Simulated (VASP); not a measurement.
Level of theory: PBE GGA, VASP's PBE PAW potentials (set 64) (plane waves; VASP).

Input for VASP

### POSCAR
```
Zr
1
    1.6520830000    -2.7927280000     0.0000000000
    1.6520830000     2.7927280000     0.0000000000
    0.0000000000     0.0000000000     5.0252640000
Zr
2
Direct
  0.3333330000   0.6666670000   0.2500000000
  0.6756180000   0.3422840000   0.7500000000
```

### KPOINTS
```
Automatic mesh
0
Gamma
12 12 7
0 0 0
```

INCAR:
```
! general
SYSTEM   =  Zr
PREC     =  Accurate
ENCUT    =  400   ! plane-wave cut-off (eV)
LREAL    =  F   ! projection in real space or not
LASPH    =  T

! electronic loop
EDIFF    =  1E-6
NELM     =  100   ! most electronic steps
ALGO     =  VeryFast
LMAXMIX  =  4   ! l cut-off of mixed one-centre charges

! smearing
ISMEAR   =  1   ! Methfessel-Paxton
SIGMA    =  0.1   ! width (eV)

! functional
GGA      =  PE

! ions
ISIF     =  2   ! forces and stress, cell fixed

! output
LWAVE    =  F
LCHARG   =  F
```

POTCAR, in this order: Zr_sv (PBE.64 set). Program: vasp_std.

What VASP printed:

### OSZICAR
```
       N       E                     dE             d eps       ncg     rms          rms(c)
RMM:   1     0.273039518623E+03    0.27304E+03   -0.93551E+03  4736   0.105E+03
RMM:   2     0.373739237250E+02   -0.23567E+03   -0.29829E+03  4736   0.312E+02
RMM:   3     0.487808921888E+01   -0.32496E+02   -0.60724E+02  4736   0.157E+02
RMM:   4    -0.459089751837E+01   -0.94690E+01   -0.95639E+01  4736   0.693E+01
RMM:   5    -0.899930913608E+01   -0.44084E+01   -0.37846E+01  4736   0.387E+01
RMM:   6    -0.116742049940E+02   -0.26749E+01   -0.24886E+01  4736   0.299E+01
RMM:   7    -0.134958181000E+02   -0.18216E+01   -0.18680E+01  4736   0.256E+01
RMM:   8    -0.148619547096E+02   -0.13661E+01   -0.14293E+01  4736   0.226E+01
RMM:   9    -0.170769722741E+02   -0.22150E+01   -0.25163E+01 18600   0.210E+01
RMM:  10    -0.175498536410E+02   -0.47288E+00   -0.43904E+00 18277   0.655E+00
RMM:  11    -0.176714913873E+02   -0.12164E+00   -0.95079E-01 18351   0.385E+00
RMM:  12    -0.176993666664E+02   -0.27875E-01   -0.26442E-01 18276   0.196E+00    0.144E+01
RMM:  13    -0.171055817299E+02    0.59378E+00   -0.10737E+00 17059   0.802E+00    0.569E+00
RMM:  14    -0.169886033286E+02    0.11698E+00   -0.59085E-01 15648   0.542E+00    0.104E+00
RMM:  15    -0.169997563249E+02   -0.11153E-01   -0.89781E-02 15878   0.193E+00    0.266E-01
RMM:  16    -0.170028756262E+02   -0.31193E-02   -0.28225E-02 17528   0.982E-01    0.128E-01
RMM:  17    -0.170038762577E+02   -0.10006E-02   -0.10691E-02 16238   0.651E-01    0.224E-01
RMM:  18    -0.170043640296E+02   -0.48777E-03   -0.65569E-03 16869   0.429E-01    0.206E-02
RMM:  19    -0.170048418110E+02   -0.47778E-03   -0.45104E-03 18317   0.283E-01    0.361E-02
RMM:  20    -0.170050992715E+02   -0.25746E-03   -0.23309E-03 17853   0.205E-01    0.605E-02
RMM:  21    -0.170052792719E+02   -0.18000E-03   -0.16571E-03 17148   0.153E-01    0.455E-02
RMM:  22    -0.170053833146E+02   -0.10404E-03   -0.93104E-04 17023   0.119E-01    0.306E-02
RMM:  23    -0.170054644019E+02   -0.81087E-04   -0.72683E-04 16935   0.101E-01    0.431E-02
RMM:  24    -0.170055098533E+02   -0.45451E-04   -0.42611E-04 16193   0.770E-02    0.331E-02
RMM:  25    -0.170055423819E+02   -0.32529E-04   -0.32007E-04 15738   0.588E-02    0.111E-02
RMM:  26    -0.170055606609E+02   -0.18279E-04   -0.17315E-04 14309   0.451E-02    0.525E-03
RMM:  27    -0.170055759361E+02   -0.15275E-04   -0.14890E-04 12880   0.364E-02    0.129E-03
RMM:  28    -0.170055842177E+02   -0.82816E-05   -0.80519E-05 12662   0.296E-02    0.453E-03
RMM:  29    -0.170055920818E+02   -0.78642E-05   -0.69735E-05 11529   0.243E-02    0.194E-03
RMM:  30    -0.170055955654E+02   -0.34836E-05   -0.34545E-05 10433   0.189E-02    0.121E-03
RMM:  31    -0.170055988145E+02   -0.32491E-05   -0.33067E-05 10015   0.155E-02    0.825E-04
RMM:  32    -0.170056002978E+02   -0.14833E-05   -0.15451E-05  8959   0.125E-02    0.553E-04
RMM:  33    -0.170056018119E+02   -0.15141E-05   -0.15488E-05  8173   0.104E-02    0.313E-04
RMM:  34    -0.170056025090E+02   -0.69712E-06   -0.73720E-06  7736   0.881E-03
   1 F= -.17005603E+02 E0= -.17005210E+02  d E =-.117672E-02
```

OUTCAR:
```
------------------------ aborting loop because EDIFF is reached ----------------------------------------
  FORCE on cell =-STRESS in cart. coord.  units (eV):
  Direction    XX          YY          ZZ          XY          YZ          ZX
  --------------------------------------------------------------------------------------
  Total       -0.3467331      0.2134258      0.9359411     -0.0504945      0.0000000      0.0000000
  in kB      -11.9799900      7.3740860     32.3377447     -1.7446367      0.0000000      0.0000000
  external PRESSURE =       9.2439469 kB  Pullay stress =       0.0000000 kB
  volume of cell :       46.37
      direct lattice vectors                 reciprocal lattice vectors
     1.652083000 -2.792728000  0.000000000     0.302648233 -0.179036412  0.000000000
     1.652083000  2.792728000  0.000000000     0.302648233  0.179036412  0.000000000
     0.000000000  0.000000000  5.025264000     0.000000000  0.000000000  0.198994520
 POSITION                                       TOTAL-FORCE (eV/Angst)
 -----------------------------------------------------------------------------------
      1.65208      0.93091      1.25632         0.029057      0.043173      0.000000
      1.68166     -0.93091      3.76895        -0.029057     -0.043173     -0.000000
 -----------------------------------------------------------------------------------
    total drift:                                0.000001      0.000000     -0.000000
  FREE ENERGIE OF THE ION-ELECTRON SYSTEM (eV)
  ---------------------------------------------------
  free  energy   TOTEN  =       -17.0056025090 eV

  energy  without entropy=      -17.0044257846  energy(sigma->0) =      -17.00521027
```
(Selected blocks of OUTCAR.)

The compound is Zr in the hcp structure. The cell was not relaxed at this level, atoms are displaced from their ideal sites. The run is one of a series of settings (ALGO = VeryFast against the base run), some of them coarse on purpose.
